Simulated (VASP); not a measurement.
A convergence study with VASP on Lu (space group no. 194 when undisturbed): one setting is varied, all else stays as given below, so the limit is that of these other settings. One atom is moved off its site, so that forces are finite.

```
CELL_PARAMETERS angstrom
      1.74125    -3.01593     0.00000
      1.74125     3.01593     0.00000
      0.00000     0.00000     5.52225
ATOMIC_POSITIONS crystal
  Lu 0.33333 0.66667 0.25905
  Lu 0.66667 0.33333 0.75000
```

The numbers are results of PBE GGA, VASP's PBE PAW potentials (set 64) (plane waves; VASP), not measurements. The tightest run used: 720 eV cut-off, 11×11×6 Γ-centred mesh, Gaussian smearing of 0.10 eV, potentials Lu_3.

```json
[
 {"setting": "ENCUT = 105", "E (eV/atom)": "-3.8580", "pressure (GPa)": "-25.61", "largest force (eV/Å)": "0.152", "plane waves": "148"},
 {"setting": "ENCUT = 120", "E (eV/atom)": "-4.2641", "pressure (GPa)": "-7.38", "largest force (eV/Å)": "0.227", "plane waves": "181"},
 {"setting": "ENCUT = 135", "E (eV/atom)": "-4.3751", "pressure (GPa)": "-1.84", "largest force (eV/Å)": "0.216", "plane waves": "218"},
 {"setting": "ENCUT = 150", "E (eV/atom)": "-4.4107", "pressure (GPa)": "-0.38", "largest force (eV/Å)": "0.214", "plane waves": "253"},
 {"setting": "ENCUT = 165", "E (eV/atom)": "-4.4270", "pressure (GPa)": "0.03", "largest force (eV/Å)": "0.216", "plane waves": "290"},
 {"setting": "ENCUT = 180", "E (eV/atom)": "-4.4357", "pressure (GPa)": "0.21", "largest force (eV/Å)": "0.218", "plane waves": "336"},
 {"setting": "ENCUT = 210", "E (eV/atom)": "-4.4434", "pressure (GPa)": "0.47", "largest force (eV/Å)": "0.220", "plane waves": "414"}
]
```

Question: These are the cheaper rows. Estimate the results at ENCUT = 720, and how far the last row shown lies from them.

Answer: 
```
quantity              tightest run  last row shown is off by
--------------------  ------------  ------------------------
E (eV/atom)                -4.4503                    0.0069
pressure (GPa)                0.70                     -0.22
largest force (eV/Å)         0.222                    -0.001
```

Left out are rungs that failed or repeat a setting and relaxations that didn't move; long series are thinned to 24 rows.

The structure is a typed Lu crystal (space group no. 194). The cell was not relaxed at this level, it is distorted from the ideal structure.
